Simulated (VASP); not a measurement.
A run of VASP 6.6.1 is set up as follows.

Contents of INCAR:

```
SYSTEM = CsLiCr2Te2S3
PREC = Accurate ; ENCUT = 520
EDIFF = 1E-6 ; ISMEAR = -1
SIGMA = 0.05 ; LREAL = .FALSE.
LASPH = .TRUE. ; NELM = 150
ALGO = Fast ; ISIF = 2
LWAVE = .FALSE. ; LCHARG = .TRUE.
ISPIN = 2 ; MAGMOM = 0 0 3 3 0 0 0 0 0
LORBIT = 11 ; LMAXMIX = 4
GGA = PE ; IVDW = 13
LELF = .TRUE. ; LVHAR = .TRUE.
NBANDS = 47
```

The input KPOINTS:

```
regular mesh
0
G
  3 3 3
  0 0 0
```

The input POSCAR:

```
CsLiCr2Te2S3
1.0
    3.2833448342      1.8956384756      6.3909157574
   -3.2833448342      1.8956384756      6.3909157574
    0.0000000000     -3.7912815960      6.3909143797
Cs Li Cr Te S
1 1 2 2 3
Direct
    0.0000000000      0.0000000000      0.0000000000
    0.5000000000      0.5000000000      0.5000000000
    0.7957746901      0.7957746901      0.7957746901
    0.2042253099      0.2042253099      0.2042253099
    0.6689752379      0.6689752379      0.6689752379
    0.3310247621      0.3310247621      0.3310247621
    0.1386416004      0.8613583996      0.5000000000
    0.5000000000      0.1386416004      0.8613583996
    0.8613583996      0.5000000000      0.1386416004
```

Potentials or basis: VASP PAW PBE potentials, release 64 (Cs_sv, Li_sv, Cr_pv, Te, S).

Run with:

```bash
$ cat potpaw_PBE.64/Cs_sv/POTCAR potpaw_PBE.64/Li_sv/POTCAR potpaw_PBE.64/Cr_pv/POTCAR potpaw_PBE.64/Te/POTCAR potpaw_PBE.64/S/POTCAR > POTCAR
$ mpirun -np 1 vasp_std > vasp.out
```

(1) Estimate the largest force.

(2) Estimate the band gap on the k mesh.

(3) What does it give for the net moment?

Results:

(1) 0.004 eV/Å.

(2) none (metal or under the smearing width).

(3) 4.01 μB per cell.

Caveat: the k mesh is coarse (spacing up to 0.38 Å⁻¹), so the values aren't converged.
